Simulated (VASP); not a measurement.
Given:

```xyz
3
Lattice="2.2300 -3.8625 0.0000 2.2300 3.8625 0.0000 0.0000 0.0000 5.9300" Properties=species:S:1:pos:R:3 pbc="T T T"
Te     0.5865     1.0158     3.9533
Te     3.2870     0.0000     0.0000
Te     0.5865    -1.0158     1.9767
```

Method: PBE GGA, VASP's PBE PAW potentials (set 64) (plane waves; VASP). Settings: ADDGRID = .TRUE., 400 eV cut-off, 6×6×4 Γ-centred mesh, Gaussian smearing of 0.050 eV, potentials Te.

### Question
Give the force on each atom (eV/Å).

### Answer

```json
[
 {"atom": "Te1", "Fx": "0.159", "Fy": "0.275", "Fz": "0.000"},
 {"atom": "Te2", "Fx": "-0.318", "Fy": "0.000", "Fz": "0.000"},
 {"atom": "Te3", "Fx": "0.159", "Fy": "-0.275", "Fz": "0.000"}
]
```

### Question
Give the stress tensor in GPa (positive for a compressed cell).

### Answer

```
1.82  0.00  0.00
0.00  1.82  0.00
0.00  0.00  2.34
```
The pressure is its mean diagonal, 1.99 GPa.

The compound is Te in the trig structure. The cell was not relaxed at this level. The run is one of a series of settings (ADDGRID = .TRUE. against the base run), some of them coarse on purpose.
